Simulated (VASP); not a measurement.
A convergence study with VASP on Ni3Fe (space group no. 221 when undisturbed): a few settings are varied, all else stays as given below, so the limit is that of these other settings. One atom is moved off its site, so that forces are finite.

```xyz
4
Lattice="3.5394 0.0000 0.0000 0.0000 3.5394 0.0000 0.0000 0.0000 3.5394" Properties=species:S:1:pos:R:3 pbc="T T T"
Fe     0.0000     0.0000     0.0500
Ni     0.0000     1.7697     1.7697
Ni     1.7697     0.0000     1.7697
Ni     1.7697     1.7697     0.0000
```
Starting moments (μB, in the order of the record's atoms Fe Ni Ni Ni): 3.0 0.5 0.5 0.5.

Calculation: PBE GGA, VASP's PBE PAW potentials (set 64) (plane waves; VASP). The last row used: 300 eV cut-off, 13×13×13 Γ-centred mesh shifted by (0.5, 0.5, 0.5), Gaussian smearing of 0.10 eV, potentials Fe Ni.

```tsv
setting	E (eV/atom)	pressure (GPa)	largest force (eV/Å)	moment (μB)	irreducible k-points
2×2×2 mesh	-6.3576	-3.00	0.438	4.000	1
3×3×3 mesh	-6.2677	-0.70	0.357	4.667	6
4×4×4 mesh	(withheld)	(withheld)	(withheld)	(withheld)	6
5×5×5 mesh	-6.2615	0.71	0.381	5.006	18
6×6×6 mesh	-6.2580	0.80	0.365	4.874	18
7×7×7 mesh	-6.2563	0.74	0.367	4.911	40
8×8×8 mesh	-6.2542	0.67	0.368	4.819	40
9×9×9 mesh	-6.2570	0.36	0.370	4.772	75
10×10×10 mesh	(withheld)	(withheld)	0.371	(withheld)	75
11×11×11 mesh	-6.2576	0.32	0.370	4.754	126
12×12×12 mesh	-6.2571	0.35	0.371	4.756	126
13×13×13 mesh	-6.2578	0.39	0.372	4.796	196
```

Q: Some entries are withheld; supply them.

A: 
- 10×10×10 mesh, E (eV/atom): -6.2562
- 10×10×10 mesh, pressure (GPa): 0.29
- 10×10×10 mesh, moment (μB): 4.719
- 4×4×4 mesh, E (eV/atom): -6.2775
- 4×4×4 mesh, pressure (GPa): 0.05
- 4×4×4 mesh, largest force (eV/Å): 0.369
- 4×4×4 mesh, moment (μB): 4.750

Left out are rungs that failed or repeat a setting and relaxations that didn't move; long series are thinned to 24 rows.

The structure is a typed Ni3Fe crystal (space group no. 221). The cell was not relaxed at this level, it is distorted from the ideal structure. The spin order is the one that the start imposed; others were not tried in this run.
